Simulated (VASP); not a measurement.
# PPt (Fm-3m) in VASP: notebook

Runs on PPt. Level: PBE. Tasks: single point, relaxation of cell and atoms.

Everything below comes from runs of VASP 6.6.1. Logs are shortened: lines on timing, memory, paths and dates and some standing lists are left out, and cuts for length are marked.

**1. The structure**

The structure is cubic, space group Fm-3m (No. 225). Conventional cell: a = 5.017 Å, b = 5.017 Å, c = 5.017 Å, α = 90.00°, β = 90.00°, γ = 90.00°. Around P (site symmetry m-3m) lie 6 Pt at 2.51 Å. Pt (site symmetry m-3m) is surrounded by 6 P at 2.51 Å.

The cell was built by a generator and needn't be a form met in nature.

**2. Single point, PBE**

File INCAR:

```
PREC = Accurate
ENCUT = 520
EDIFF = 1E-6
ISMEAR = 1
SIGMA = 0.1791
LREAL = False
LASPH = True
NELM = 60
ALGO = Normal
ISIF = 2
LWAVE = False
LCHARG = True
GGA = PE
LELF = True
LVHAR = True
NBANDS = 14
```

File KPOINTS:

```
Automatic mesh
0
Gamma
  6 6 6
```

File POSCAR:

```
PPt
1.0
    0.0000000000      2.5084963751      2.5084963751
    2.5084963751      0.0000000000      2.5084963751
    2.5084963751      2.5084963751      0.0000000000
P Pt
1 1
Direct
    0.0000000000      0.0000000000      0.0000000000
    0.5000000000      0.5000000000      0.5000000000
```

Potentials or basis: VASP PAW PBE potentials, release 64 (P, Pt).

Started as:

```console
$ cat potpaw_PBE.64/P/POTCAR potpaw_PBE.64/Pt/POTCAR > POTCAR
$ mpirun -np 1 vasp_std > vasp.out
```

OUTCAR:

```text
PREC = Accurate
   ENCUT = 520
   EDIFF = 1E-6
   ISMEAR = 1
   LREAL = False
   LASPH = True
   NELM = 60
   ISIF = 2
   GGA = PE

 ion  position               nearest neighbor table
   1  0.000  0.000  0.000-   2 2.51   2 2.51   2 2.51   2 2.51   2 2.51   2 2.51
   2  0.500  0.500  0.500-   1 2.51   1 2.51   1 2.51   1 2.51   1 2.51   1 2.51

  LATTYP: Found a face centered cubic cell.
 ALAT       =     5.0169927502

  Lattice vectors:

 A1 = (   0.0000000000,   2.5084963751,   2.5084963751)
 A2 = (   2.5084963751,   0.0000000000,   2.5084963751)
 A3 = (   2.5084963751,   2.5084963751,   0.0000000000)

Analysis of symmetry for initial positions (statically):
=====================================================================
 Subroutine PRICEL returns:
 Original cell was already a primitive cell.

 Routine SETGRP: Setting up the symmetry group for a
 face centered cubic supercell.

 Subroutine GETGRP returns: Found 48 space group operations
 (whereof 48 operations were pure point group operations)
 out of a pool of 48 trial point group operations.

The static configuration has the point symmetry O_h .

Analysis of symmetry for dynamics (positions and initial velocities):
=====================================================================
 Subroutine PRICEL returns:
 Original cell was already a primitive cell.

 Routine SETGRP: Setting up the symmetry group for a
 face centered cubic supercell.

 Subroutine GETGRP returns: Found 48 space group operations
 (whereof 48 operations were pure point group operations)
 out of a pool of 48 trial point group operations.

The dynamic configuration has the point symmetry O_h .

 Subroutine INISYM returns: Found 48 space group operations
 (whereof 48 operations are pure point group operations),
 and found     1 'primitive' translations

----------------------------------------------------------------------------------------

                                     Primitive cell

  volume of cell :      31.5697

  direct lattice vectors                    reciprocal lattice vectors
     0.000000000  2.508496375  2.508496375    -0.199322592  0.199322592  0.199322592
     2.508496375  0.000000000  2.508496375     0.199322592 -0.199322592  0.199322592
     2.508496375  2.508496375  0.000000000     0.199322592  0.199322592 -0.199322592

  length of vectors
     3.547549595  3.547549595  3.547549595     0.345236857  0.345236857  0.345236857

  position of ions in fractional coordinates (direct lattice)
     0.000000000  0.000000000  0.000000000
     0.500000000  0.500000000  0.500000000

  ion indices of the primitive-cell ions
   primitive index   ion index
                 1           1
                 2           2

----------------------------------------------------------------------------------------

 KPOINTS: Automatic mesh

Automatic generation of k-mesh.
 Grid dimensions read from file:
 generate k-points for:    6    6    6

 Generating k-lattice:

  Cartesian coordinates                     Fractional coordinates (reciprocal lattice)
    -0.033220432  0.033220432  0.033220432     0.166666667  0.000000000  0.000000000
     0.033220432 -0.033220432  0.033220432     0.000000000  0.166666667  0.000000000
     0.033220432  0.033220432 -0.033220432     0.000000000  0.000000000  0.166666667

  Length of vectors
     0.057539476  0.057539476  0.057539476

  Shift w.r.t. Gamma in fractional coordinates (k-lattice)
     0.000000000  0.000000000  0.000000000

 Subroutine IBZKPT returns following result:
 ===========================================

 Found     16 irreducible k-points:

 Following reciprocal coordinates:
            Coordinates               Weight
  0.000000  0.000000  0.000000      1.000000
  0.166667  0.000000  0.000000      8.000000
  0.333333  0.000000  0.000000      8.000000
  0.500000  0.000000  0.000000      4.000000
  0.166667  0.166667  0.000000      6.000000
  0.333333  0.166667  0.000000     24.000000
[... 8 lines left out ...]
 -0.333333  0.333333  0.166667     24.000000
 -0.333333  0.500000  0.166667     12.000000
   k-points           NKPTS =     16   k-points in BZ     NKDIM =     16   number of bands    NBANDS=     14
   number of dos      NEDOS =    301   number of ions     NIONS =      2
   total plane-waves  NPLWV =  21952
   dimension x,y,z NGX =    28 NGY =   28 NGZ =   28
   dimension x,y,z NGXF=    56 NGYF=   56 NGZF=   56
   ions per type =               1   1
   NGX,Y,Z   is equivalent  to a cutoff of  13.12, 13.12, 13.12 a.u.
   NGXF,Y,Z  is equivalent  to a cutoff of  26.24, 26.24, 26.24 a.u.
 SYSTEM =  unknown system
   PREC   = accura    normal or accurate (medium, high low for compatibility)
   ISTART =      0    job   : 0-new  1-cont  2-samecut
   ICHARG =      2    charge: 1-file 2-atom 10-const
   ISPIN  =      1    spin polarized calculation?
   LNONCOLLINEAR =      F non collinear calculations
   LSORBIT =      F    spin-orbit coupling
   LASPH  =      T    aspherical Exc in radial PAW
   ENCUT  =  520.0 eV  38.22 Ry    6.18 a.u.   6.60  6.60  6.60*2*pi/ulx,y,z
   NELM   =     60;   NELMIN=  2; NELMDL= -5     # of ELM steps
   EDIFF  = 0.1E-05   stopping-criterion for ELM
   LREAL  =      F    real-space projection
   EDIFFG = 0.1E-04   stopping-criterion for IOM
   NSW    =      0    number of steps for IOM
   IBRION =     -1    ionic relax: 0-MD 1-quasi-New 2-CG
   NFREE  =      0    steps in history (QN), initial steepest desc. (CG)
   ISIF   =      2    stress and relaxation
   ISYM   =      2    0-nonsym 1-usesym 2-fastsym
   POTIM  = 0.5000    time-step for ionic-motion
   TEBEG  =    0.0;   TEEND  =   0.0 temperature during run
   PSTRESS=    0.0 pullay stress
   NELECT =      15.0000    total number of electrons
   NUPDOWN=      -1.0000    fix difference up-down
   EMIN   =  10.00;   EMAX   =-10.00  energy-range for DOS
   EFERMI =   0.00;   METHOD = LEGACY
   ISMEAR =     1;   SIGMA  =   0.18  broadening in eV -4-tet -1-fermi 0-gaus
   EFERMI_NEDOS =   21; number of points for ismear=-14 and -15
   IALGO  =     38    algorithm
   IMIX   =      4    mixing-type and parameters
     AMIX     =   0.40;   BMIX     =  1.00
     AMIX_MAG =   1.60;   BMIX_MAG =  1.00
  volume/ion in A,a.u.               =      15.78       106.52
  Fermi-wavevector in a.u.,A,eV,Ry     =   1.277463  2.414056 22.203518  1.631913
  Thomas-Fermi vector in A             =   2.410061
   LORBIT       =      0    0 simple, 1 ext, 2 COOP (PROOUT), +10 PAW based schemes
   GGA     = PE    functional components
   LHFCALC =     F    Hartree Fock is set to
   AEXX    =    0.0000 exact exchange contribution
   IVDW    =     0    specifies the selected vdW correction
   LEPSILON=     F    determine dielectric tensor
   LRPA    =     F    only Hartree local field effects (RPA)
 non-spin polarized calculation
 Methfessel and Paxton  Order N= 1 SIGMA  =   0.18
  energy-cutoff  :      520.00
  volume of cell :       31.57
 maximum number of plane-waves:       869
 NGX is ok and might be reduce to    28
   NGX = 13   NGY = 13   NGZ = 13

 number of electron      15.0000001 magnetization

 Free energy of the ion-electron system (eV)
  ---------------------------------------------------
  ext. energy  EPLUGINS =         0.00000000
  ---------------------------------------------------
  free energy    TOTEN  =       -11.80036997 eV

  energy without entropy =      -11.79501706  energy(sigma->0) =      -11.79858566

 E-fermi :   9.6512     XC(G=0): -12.0091

 val. band max:        9.6320954402   @ k =   0.0000   0.0000   0.0000
 cond. band min:       9.7543134711   @ k =   0.1667   0.1667   0.0000
 fundamental gap:      0.1222180309
 Fermi energy:         9.6511900393

 k-point     1 :       0.0000    0.0000    0.0000
  band No.  band energies     occupation
      1      -4.1809      2.00000
      2       5.6639      2.00000
      3       5.6639      2.00000
      4       5.6639      2.00000
      5       5.6786      2.00000
      6       5.6786      2.00000
      7       9.6321      1.17932
      8       9.6321      1.17932
      9       9.6321      1.17932
     10      14.5671      0.00000
     11      19.7063      0.00000
     12      21.2001      0.00000
     13      21.2001      0.00000
     14      21.2001      0.00000

 k-point     2 :       0.1667    0.0000    0.0000
  band No.  band energies     occupation
      1      -3.7053      2.00000
      2       5.0209      2.00000
      3       5.0209      2.00000
      4       5.0473      2.00000
      5       5.9572      2.00000
      6       5.9572      2.00000
      7       8.4875      2.00000
      8      10.7437     -0.00000
      9      10.7437     -0.00000
     10      16.1295      0.00000
     11      18.3407      0.00000
     12      20.0666      0.00000
     13      20.0666      0.00000
     14      21.6866      0.00000

 k-point     3 :       0.3333    0.0000    0.0000
  band No.  band energies     occupation
      1      -2.4021      2.00000
      2       3.0815      2.00000
      3       4.1548      2.00000
      4       4.1548      2.00000
      5       6.6307      2.00000
      6       6.6307      2.00000
      7       7.8185      2.00000
      8      12.7872     -0.00000
      9      12.7872     -0.00000
     10      14.6893      0.00000
     11      17.3710      0.00000
     12      17.3710      0.00000
     13      19.9442      0.00000
     14      22.3627      0.00000

 k-point     4 :       0.5000    0.0000    0.0000
  band No.  band energies     occupation
      1      -1.2035      2.00000
      2       1.5065      2.00000
      3       3.8233      2.00000
      4       3.8233      2.00000
      5       7.0326      2.00000
      6       7.0326      2.00000
      7       7.8334      2.00000
      8      13.4896      0.00000
      9      14.2594      0.00000
     10      14.2594      0.00000
     11      15.6498      0.00000
     12      15.6498      0.00000
     13      21.1103      0.00000
     14      22.2916      0.00000

 k-point     5 :       0.1667    0.1667    0.0000
  band No.  band energies     occupation
      1      -3.5760      2.00000
      2       4.2787      2.00000
      3       5.3544      2.00000
      4       5.7041      2.00000
      5       5.7041      2.00000
      6       5.8282      2.00000
      7       9.7543      0.18229
      8       9.7543      0.18229
      9      10.0136     -0.01480
     10      17.0051      0.00000
     11      18.6435      0.00000
[... 140 lines left out ...]
 k-point    14 :       0.5000    0.3333    0.1667
  band No.  band energies     occupation
      1      -1.8729      2.00000
      2       2.9351      2.00000
      3       4.4009      2.00000
      4       4.4065      2.00000
      5       6.6119      2.00000
      6       7.1655      2.00000
      7       8.2120      2.00000
      8       9.0202      2.00001
      9      11.6653     -0.00000
     10      14.7764      0.00000
     11      17.4260      0.00000
     12      17.9833      0.00000
     13      21.4183      0.00000
     14      21.7255      0.00000

 k-point    15 :      -0.3333    0.3333    0.1667
  band No.  band energies     occupation
      1      -1.4035      2.00000
      2       2.8738      2.00000
      3       4.0886      2.00000
      4       4.2876      2.00000
      5       6.9874      2.00000
      6       7.2393      2.00000
      7       7.5279      2.00000
      8       9.7773      0.07743
      9      10.0055     -0.01714
     10      16.5155      0.00000
     11      16.5189      0.00000
     12      18.9943      0.00000
     13      19.6455      0.00000
     14      22.3670      0.00000

 k-point    16 :      -0.3333    0.5000    0.1667
  band No.  band energies     occupation
      1      -1.5992      2.00000
      2       4.0951      2.00000
      3       4.2686      2.00000
      4       4.2690      2.00000
      5       7.4418      2.00000
      6       7.5921      2.00000
      7       7.7630      2.00000
      8       7.7786      2.00000
      9       8.7115      2.00000
     10      14.4299      0.00000
     11      18.2622      0.00000
     12      19.8111      0.00000
     13      20.8184      0.00000
     14      24.2692      0.00000

------------------------ aborting loop because EDIFF is reached ----------------------------------------

  FORCE on cell =-STRESS in cart. coord.  units (eV):
  Direction    XX          YY          ZZ          XY          YZ          ZX
  --------------------------------------------------------------------------------------
  -------------------------------------------------------------------------------------
  Total       -0.0359589     -0.0359589     -0.0359589      0.0000000      0.0000000      0.0000000
  in kB       -1.8249316     -1.8249316     -1.8249316      0.0000000      0.0000000      0.0000000
  external PRESSURE =      -1.8249316 kB  Pullay stress =       0.0000000 kB

 VOLUME and BASIS-vectors are now :
 -----------------------------------------------------------------------------
  energy-cutoff  :      520.00
  volume of cell :       31.57
      direct lattice vectors                 reciprocal lattice vectors
     0.000000000  2.508496375  2.508496375    -0.199322592  0.199322592  0.199322592
     2.508496375  0.000000000  2.508496375     0.199322592 -0.199322592  0.199322592
     2.508496375  2.508496375  0.000000000     0.199322592  0.199322592 -0.199322592

 POSITION                                       TOTAL-FORCE (eV/Angst)
 -----------------------------------------------------------------------------------
      0.00000      0.00000      0.00000         0.000000     -0.000000      0.000000
      2.50850      2.50850      2.50850        -0.000000      0.000000     -0.000000
 -----------------------------------------------------------------------------------
    total drift:                                0.000000      0.000000      0.000000

  FREE ENERGIE OF THE ION-ELECTRON SYSTEM (eV)
  ---------------------------------------------------
  free  energy   TOTEN  =       -11.8003699657 eV

  energy  without entropy=      -11.7950170606  energy(sigma->0) =      -11.79858566
```

It took 15 s on 1 thread of Intel Xeon Platinum 8259CL at 2.50GHz (Skylake/Cascade Lake), shared host; peak memory 0.15 GiB.

What came out:

```
Free energy            : -11.8004 eV
Pressure               : -0.2 GPa
Band gap on the k mesh : none (metal or under the smearing width)
```

Levels at points of the mesh, in eV from the Fermi level:
| k point | band 3 | band 4 | band 5 | band 6 | band 7 | band 8 | band 9 | band 10 | band 11 | band 12 |
| --- | --- | --- | --- | --- | --- | --- | --- | --- | --- | --- |
| (0.00, 0.00, 0.00) | -3.99 | -3.99 | -3.97 | -3.97 | -0.02 | -0.02 | -0.02 | 4.92 | 10.06 | 11.55 |
| (0.50, 0.00, 0.00) | -5.83 | -5.83 | -2.62 | -2.62 | -1.82 | 3.84 | 4.61 | 4.61 | 6.00 | 6.00 |
| (0.50, 0.50, 0.00) | -5.11 | -3.34 | -2.27 | -2.27 | -2.21 | -2.21 | -1.30 | 1.56 | 8.85 | 13.38 |

Caveat: the k mesh is coarse (spacing up to 0.36 Å⁻¹), so the values aren't converged. The run has no spin-orbit coupling, so splittings on Pt are missing.

**3. Relaxation of cell and atoms, PBE**

This run uses another cell than the first one, of 16.91 Å³/atom, 1.071 times its volume.

File INCAR:

```
SYSTEM = PPt
PREC = Accurate
ENCUT = 600
EDIFF = 1E-7
ISMEAR = 1
SIGMA = 0.1791
LREAL = .FALSE.
LASPH = .TRUE.
NELM = 60
ALGO = Normal
ISIF = 3
LWAVE = .FALSE.
LCHARG = .FALSE.
GGA = PE
IBRION = 2
NSW = 60
EDIFFG = -0.01
```

File KPOINTS:

```
Automatic mesh
0
G
  6 6 6
  0 0 0
```

File POSCAR:

```
PPt
1.0
    0.0000000000      2.5668490000      2.5668490000
    2.5668490000      0.0000000000      2.5668490000
    2.5668490000      2.5668490000      0.0000000000
P Pt
1 1
Direct
    0.0000000000      0.0000000000      0.0000000000
    0.5000000000      0.5000000000      0.5000000000
```

Potentials or basis: VASP PAW PBE potentials, release 64 (P, Pt).

Started as:

```console
$ cat potpaw_PBE.64/P/POTCAR potpaw_PBE.64/Pt/POTCAR > POTCAR
$ mpirun -np 1 vasp_std > vasp.out
```

OUTCAR:

```text
SYSTEM = PPt
   PREC = Accurate
   ENCUT = 600
   EDIFF = 1E-7
   ISMEAR = 1
   LREAL = .FALSE.
   LASPH = .TRUE.
   NELM = 60
   ISIF = 3
   GGA = PE
   IBRION = 2
   NSW = 60
   EDIFFG = -0.01

 ion  position               nearest neighbor table
   1  0.000  0.000  0.000-   2 2.57   2 2.57   2 2.57   2 2.57   2 2.57   2 2.57
   2  0.500  0.500  0.500-   1 2.57   1 2.57   1 2.57   1 2.57   1 2.57   1 2.57

  LATTYP: Found a face centered cubic cell.
 ALAT       =     5.1336980000

  Lattice vectors:

 A1 = (   0.0000000000,   2.5668490000,   2.5668490000)
 A2 = (   2.5668490000,   0.0000000000,   2.5668490000)
 A3 = (   2.5668490000,   2.5668490000,   0.0000000000)

Analysis of symmetry for initial positions (statically):
=====================================================================
[... 215 lines left out ...]
      3       6.5843      2.00000
      4       6.5843      2.00000
      5       6.6442      2.00000
      6       6.6442      2.00000
      7      11.1109      1.65305
      8      11.1109      1.65305
      9      11.1109      1.65305
     10      17.1378      0.00000
     11      20.9553      0.00000
[... 279 lines left out ...]
--------------------------------------- Ionic step        4  -------------------------------------------

 number of electron      15.0000000 magnetization

 Free energy of the ion-electron system (eV)
  ---------------------------------------------------
  ext. energy  EPLUGINS =         0.00000000
  ---------------------------------------------------
  free energy    TOTEN  =       -11.80071696 eV

  energy without entropy =      -11.79531474  energy(sigma->0) =      -11.79891622

 E-fermi :   9.6612     XC(G=0): -12.0124

 val. band max:        9.6416319719   @ k =   0.0000   0.0000   0.0000
 cond. band min:       9.7641997023   @ k =   0.1667   0.1667   0.0000
 fundamental gap:      0.1225677304
 Fermi energy:         9.6612256001

 k-point     1 :       0.0000    0.0000    0.0000
  band No.  band energies     occupation
      1      -4.1769      2.00000
      2       5.6700      2.00000
      3       5.6700      2.00000
      4       5.6700      2.00000
      5       5.6849      2.00000
      6       5.6849      2.00000
      7       9.6416      1.18394
      8       9.6416      1.18394
      9       9.6416      1.18394
     10      14.5841      0.00000
     11      19.7150      0.00000
[... 237 lines left out ...]
  FREE ENERGIE OF THE ION-ELECTRON SYSTEM (eV)
  ---------------------------------------------------
  free  energy   TOTEN  =       -11.8007169566 eV

  energy  without entropy=      -11.7953147405  energy(sigma->0) =      -11.79891622

 reached required accuracy - stopping structural energy minimisation
```

It took 48 s on 1 thread of Intel Xeon Platinum 8259CL at 2.50GHz (Skylake/Cascade Lake), shared host; peak memory 0.18 GiB.

Results:

```
Free energy                            : -11.8007 eV
Relaxed volume                         : 15.77 Å³/atom
Relaxed cell                           : a = 3.547 Å, b = 3.547 Å, c = 3.547 Å, α = 60.00°, β = 60.00°, γ = 60.00°
Space group after relaxing (to 0.05 Å) : Fm-3m (No. 225)
Energy gained by relaxing              : 38.9 meV/atom
Ionic steps                            : 4
Pressure after relaxing                : 0.0 GPa
Band gap on the k mesh                 : none (metal or under the smearing width)
```

Step by step:
| step | energy change (eV) | largest force (eV/Å) | pressure (GPa) | volume (Å³) |
| --- | --- | --- | --- | --- |
| 1 | 0.0000 | 0.0000 | -10.20 | 33.82 |
| 2 | 0.0749 | 0.0000 | 19.62 | 28.82 |
| 3 | -0.0778 | 0.0000 | -0.25 | 31.59 |
| 4 | -0.0778 | 0.0000 | -0.01 | 31.55 |

Final structure:
```yaml
crystal:
  lattice:
    - [0.00000, 2.50797, 2.50797]
    - [2.50797, 0.00000, 2.50797]
    - [2.50797, 2.50797, 0.00000]
  atoms:
    - { symbol: P, position: [0.00000, 0.00000, 0.00000] }
    - { symbol: Pt, position: [0.50000, 0.50000, 0.50000] }
```

The run has no spin-orbit coupling, so splittings on Pt are missing.
